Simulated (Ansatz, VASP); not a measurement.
# La2O3 in two plane-wave programs, part 2 of 2

One calculation is typed for both programs; each brings its own data sets and cutoff. How far apart do they land?

VASP 6.6.1 and Ansatz 0.2.0.

So far: Set-up; VASP: dielectric response, LDA.

## (3) Ansatz: dielectric response, LDA

Level of this step: Ansatz beside VASP: Kohn-Sham DFT, plane waves, LDA (Ansatz).

Ansatz runs on its default PAW (the set named soft_2) files.

The same cell, functional (in two slightly different forms) and mesh now go to Ansatz, which takes its cutoff from its data sets.

The input, input.yaml:

```yaml
crystal:
  lattice:
    - [3.93077788, 0.0, 0.0]
    - [-1.96538894, 3.4041535, 0.0]
    - [0.0, 0.0, 6.11195352]
  atoms:
    - { symbol: La, position: [0.666666667, 0.333333333, 0.75376432] }
    - { symbol: La, position: [0.333333333, 0.666666667, 0.24623568] }
    - { symbol: O, position: [0.666666667, 0.333333333, 0.35410935] }
    - { symbol: O, position: [0.333333333, 0.666666667, 0.64589065] }
    - { symbol: O, position: [0.0, 0.0, 0.0] }
hamiltonian:
  xc: lda
  pseudopotentials: { kind: paw }
kpoints:
  mp_grid: { grid: [7, 7, 4] }
scf:
  occupations: { method: fixed }
dielectric:
  method: response
```

On the command line:

```bash
$ ansatz run input.yaml --threads 2 --pin off --max-ram 4608MiB --backend cpu --events-out ev --progress --plain --runs-dir out
```

Numbers of over 12 decimals in the logs are rounded to 6 here.

What it wrote:

```text
Engine: ansatz 0.2.0, aarch64-unknown-linux-gnu
Pseudopotentials: kind: paw
Pseudopotential: La, paw, valence charge 11, recommended cutoff 420 eV (normal), La.paw.azcp
Pseudopotential: O, paw, valence charge 6, recommended cutoff 420 eV (normal), O.paw.azcp
Functional definition: SPW92
  exchange = slater_x
  correlation = pw_c
Crystal: 5 atoms, lattice volume = 81.784 Å³
Basis set: ecut = 420 eV, 1641 PW (Γ), exchange–correlation on 54×54×90 points (8 copies of the dense FFT grid, shifted against one another)
Bands: 25, of which v1, the nominal top of the filled ones, is band 20 counted from 1 (19 counted from 0)
Symmetry: 12 space group operations
k-points: 60 of 196 (irreducible under 2 space group operations, time reversal used)
Non-local potential: La, projectors of the file, l = 0: 3, l = 1: 2, l = 2: 2, l = 3: 3
Non-local potential: O, projectors of the file, l = 0: 2, l = 1: 2, l = 2: 1
PAW form: soft (Blöchl's): semilocal exchange-correlation on the pseudo side does not see the compensation charge
PAW frozen core: La, regenerated for the run's functional, and the local potential with it (the file was generated under x = pbe(κ = 0.804, μ = 0.219515), c = pbe(β = 0.066725))
PAW frozen core: O, regenerated for the run's functional, and the local potential with it (the file was generated under x = pbe(κ = 0.804, μ = 0.219515), c = pbe(β = 0.066725))
PAW one-centre angular grid: La, 590 points (default); XC on 64 Gauss nodes
PAW one-centre angular grid: O, 110 points (default); XC on 64 Gauss nodes
Initial density: superposition of atomic densities (neutral atoms: chi_scale 0, normalization atom), corrected by the library's trained network
Initial wavefunctions: pseudopotential atomic-orbital guess
Functional: x = slater, c = lda
SCF iter   1: F=—  HF=-13827.929431 eV  |F-HF|=—  |Δ(HF+E_count)|=         —  Δρ=1.60e-2  dr2=2.09e-1  ethr=1.77e-3  ⟨swp⟩=4.8  Hψ=6289  notcnv=0  defer=144
preconditioner: auto → Resta (q_TF=auto, 2.422 Å⁻¹)  ε∞=5.1  [insulator: Δε(μ)=3.608 eV  Ē_g=12.184 eV  n_scr=22 (ndim 8)  ℏωp=24.6 eV  f_vac=0.023  ε∞_Penn≈5.1]
SCF iter   2: F=—  HF=-13827.892429 eV  |F-HF|=—  |Δ(HF+E_count)|=   3.70e-2  Δρ=7.20e-3  dr2=2.58e-2  ethr=5.23e-4  ⟨swp⟩=3.3  Hψ=3413  notcnv=0  defer=140
SCF iter   3: F=—  HF=-13827.886580 eV  |F-HF|=—  |Δ(HF+E_count)|=   5.85e-3  Δρ=2.10e-3  dr2=2.24e-3  ethr=6.44e-5  ⟨swp⟩=3.0  Hψ=2430  notcnv=0  defer=177
SCF iter   4: F=—  HF=-13827.886278 eV  |F-HF|=—  |Δ(HF+E_count)|=   3.01e-4  Δρ=1.13e-3  dr2=9.98e-4  ethr=5.59e-6  ⟨swp⟩=2.0  Hψ=2607  notcnv=0  defer=177
SCF iter   5: F=—  HF=-13827.886089 eV  |F-HF|=—  |Δ(HF+E_count)|=   1.90e-4  Δρ=1.72e-4  dr2=2.93e-5  ethr=2.49e-6  ⟨swp⟩=2.0  Hψ=2068  notcnv=0  defer=160
SCF iter   6: F=—  HF=-13827.886093 eV  |F-HF|=—  |Δ(HF+E_count)|=   4.55e-6  Δρ=5.70e-5  dr2=2.95e-6  ethr=7.32e-8  ⟨swp⟩=2.6  Hψ=2570  notcnv=0  defer=125
SCF iter   7: F=—  HF=-13827.886094 eV  |F-HF|=—  |Δ(HF+E_count)|=   7.35e-7  Δρ=1.13e-5  dr2=1.46e-7  ethr=7.38e-9  ⟨swp⟩=2.2  Hψ=2155  notcnv=0  defer=103
SCF iter   8: F=—  HF=-13827.886094 eV  |F-HF|=—  |Δ(HF+E_count)|=   5.49e-8  Δρ=2.61e-6  dr2=7.38e-9  ethr=3.66e-10  ⟨swp⟩=2.5  Hψ=2502  notcnv=0  defer=103
SCF iter   9: F=—  HF=-13827.886094 eV  |F-HF|=—  |Δ(HF+E_count)|=  1.00e-10  Δρ=5.63e-7  dr2=3.03e-10  ethr=1.84e-11  ⟨swp⟩=2.6  Hψ=2626  notcnv=0  defer=103
SCF iter  10: F=-13827.886094 eV  HF=-13827.886094 eV  |F-HF|=3.64e-12  |Δ(HF+E_count)|=  1.82e-12  Δρ=9.46e-8  dr2=8.85e-12  ethr=1.00e-12  ⟨swp⟩=12.7  Hψ=5537  notcnv=0
SCF 1 converged in 10 iterations: F = -13827.886094 eV  dr2 = 8.85e-12
  greatest PAW one-centre occupation: 0.974 electrons in one spin orbital (limit 2), on the La atom at site 1 (counted from 0), in its partial waves of l = 0
NSCF: frozen V_eff on 6 k-points
DFPT response loops at Γ: preconditioner auto → Resta (q_TF=auto, 2.422 Å⁻¹)  ε∞=4.0 (no band partly filled); β = 1.00, the filter's whole step (`scf.mixing.beta` (0.50) is not read by the response loops at its default; to damp them type it under 1.00, their step now; it binds the ground state too); Broyden in place of MSR1
── the response to a field inside a basis, on 8×8×4 k-points: an SCF that follows is theirs, and a resumed run solves both again ──
Bands: 21, of which v1, the nominal top of the filled ones, is band 20 counted from 1 (19 counted from 0)
k-points: 72 of 256 (irreducible under 4 space group operations)
Initial density: handed on by an earlier stage of this run
Initial wavefunctions: pseudopotential atomic-orbital guess (no wavefunctions were taken with the density)
Eigensolver: Dense (72 Hₖ)
SCF iter   1: F=—  HF=-13827.885466 eV  |F-HF|=—  |Δ(HF+E_count)|=         —  Δρ=5.19e-4  dr2=4.42e-5  ethr=1.00e-1
preconditioner: auto → Resta (q_TF=auto, 2.422 Å⁻¹)  ε∞=5.4  [insulator: Δε(μ)=3.829 eV  Ē_g=11.723 eV  n_scr=22 (ndim 8)  ℏωp=24.6 eV  f_vac=0.018  ε∞_Penn≈5.4]
SCF iter   2: F=—  HF=-13827.885452 eV  |F-HF|=—  |Δ(HF+E_count)|=   1.43e-5  Δρ=2.25e-4  dr2=2.05e-5  ethr=1.11e-7
SCF iter   3: F=—  HF=-13827.885448 eV  |F-HF|=—  |Δ(HF+E_count)|=   3.77e-6  Δρ=1.19e-4  dr2=2.16e-6  ethr=5.12e-8
SCF iter   4: F=—  HF=-13827.885448 eV  |F-HF|=—  |Δ(HF+E_count)|=   8.01e-7  Δρ=1.24e-5  dr2=1.07e-7  ethr=5.40e-9
SCF iter   5: F=-13827.885448 eV  HF=-13827.885448 eV  |F-HF|=6.76e-9  |Δ(HF+E_count)|=   2.06e-8  Δρ=3.44e-6  dr2=9.59e-9  ethr=2.69e-10
SCF 1 converged in 5 iterations: F = -13827.885448 eV  dr2 = 9.59e-9
DFPT response loops at Γ: mixed as the last ones told, above
SCF converged after 10 iterations
Free energy (F): -13827.886094 eV
Harris-Foulkes:  -13827.886094 eV  (|F-HF|=3.64e-12)
Internal energy: -13827.886094 eV  (E = F + TS)
E sigma→0 (E₀):  -13827.886094 eV
Fermi energy:    9.298269 eV
--- Per-component energies (eV) ---
  E_band       = -18.818712
  E_kinetic    = 907.396273
  E_local      = -1537.232149  (includes V_loc(G=0)·N_el)
  E_nonlocal   = 349.755893
  E_hartree    = 542.183384
  E_xc         = -496.557536
  E_vxc        = -577.548563  (∫ρ·V_xc dr)
  E_paw        = -10929.933025  (= ΣΔE_a)
  E_vpaw       = -245.564215  (= ΣTr[D̂ρ^β])
  E_aug_tail   = 0.007316  (compensation charges beyond the density's cutoff)
  E_ewald      = -2664.442447
  E_core_change = 0.936197  (= ΣΔE_core)
  E_smearing   = -0.000000  (= −TS)
  E_closure    = -0.000000  (closes the sum)
  Σ components = -13827.886094   (vs F -13827.886094, Δ=0.00e0)
--- Band table (eV; the first three rows and the last of 60) ---
  k-point 0: bands = [... 16 lower, 7.6129, 8.9237, 8.9237, 9.1941, 13.4487, 13.8237, 13.8237, 14.3511, ... 1 higher]
  k-point 1: bands = [... 16 lower, 7.9937, 8.8841, 8.9704, 8.9704, 13.6168, 13.8899, 13.8899, 14.3916, ... 1 higher]
  k-point 2: bands = [... 16 lower, 8.2891, 8.4905, 9.0235, 9.0235, 13.8735, 13.9504, 13.9504, 14.1693, ... 1 higher]
  k-point 59: bands = [... 16 lower, 8.5261, 8.7690, 9.0385, 9.0771, 13.3349, 13.9904, 14.1730, 14.3616, ... 1 higher]
--- Dielectric response (ions clamped): 3 representative field directions + reference, inside a basis on a mesh of 256 k-points (Σ response iterations 15) ---
  ε∞ (high-frequency dielectric tensor):
        4.864694     0.000000     0.000000
        0.000000     4.864694     0.000000
        0.000000     0.000000     4.778117
  Born effective charges Z* (e; rows j = field, columns β = displacement):
    site 0:
         4.18931   -0.00000   -0.00000
        -0.00000    4.18931   -0.00000
        -0.00000   -0.00000    3.81976
    site 1:
         4.18931   -0.00000   -0.00000
        -0.00000    4.18931   -0.00000
        -0.00000   -0.00000    3.81976
    site 2:
        -2.84229   -0.00000    0.00000
        -0.00000   -2.84229    0.00000
         0.00000    0.00000   -2.53344
    site 3:
        -2.84229   -0.00000    0.00000
        -0.00000   -2.84229    0.00000
        -0.00000    0.00000   -2.53344
    site 4:
        -2.69405    0.00000    0.00000
         0.00000   -2.69405    0.00000
         0.00000    0.00000   -2.57264
  Z* charge neutrality: 2.025e-3 e pre-enforcement
  solved inside a basis spanned on kpoints, on 8×8×4 k-points, its susceptibility summed on 12×12×6: ε∞ is read to err by 1.4e-2, Z* by 1.4e-2 e (field_mesh: kpoints solves on kpoints); Z* is corrected for what the basis lacks
```

The job ended after 2.9 min (2 threads of Arm Neoverse N1, shared host; peak memory 0.82 GiB).

In the SCF lines HF is the Harris–Foulkes energy and dr2 the Hartree energy of the density residual, in eV; the loop may stop once dr2 is under the threshold and the program's other checks hold. Hψ counts applications of the Hamiltonian.

## (4) Side by side

Known differences besides the potentials themselves: the two LDA forms differ slightly; VASP's response is taken on the typed mesh, Ansatz refines its own for the field response alone; the cutoff is 420 eV in Ansatz and 520 eV in VASP; VASP's log shows a relativistic correction to its local exchange, Ansatz's none. Total energies have different zeros and are not compared.

The two programs side by side:

```tsv
quantity	Ansatz	VASP	difference
ε∞ xx	4.86	4.87	-0.06 %
ε∞ yy	4.86	4.87	-0.06 %
ε∞ zz	4.78	4.77	+0.13 %
Born charge of La1 (mean of the diagonal) (e)	4.07	4.06	+0.01
Born charge of O3 (mean of the diagonal) (e)	-2.74	-2.72	-0.02
```

## (5) Outcome

```yaml
difference_in_eps_infinity_zz_dielectric_response_lda: 0.13 %
```

In words: The difference in ε∞ zz is 0.13 % (dielectric response, LDA), within the 5 % picked in this series as the mark of a large difference. Such differences can come from data sets, numerical settings and the points named under the comparisons, not from the functional's error against experiment.

[Lines on the potential files, build, host, timing and source positions are cut from VASP's logs without a mark.]

[Logs are printed without paths, hosts, clocks, repeated set-up lines and the standing remarks that a program may print on its own settings, such as how far it seeks lower states.]

[Hosts, paths, dates, database ids (printed as entryN), source tags and the programs' standing remarks are cut or masked in the printed files.]
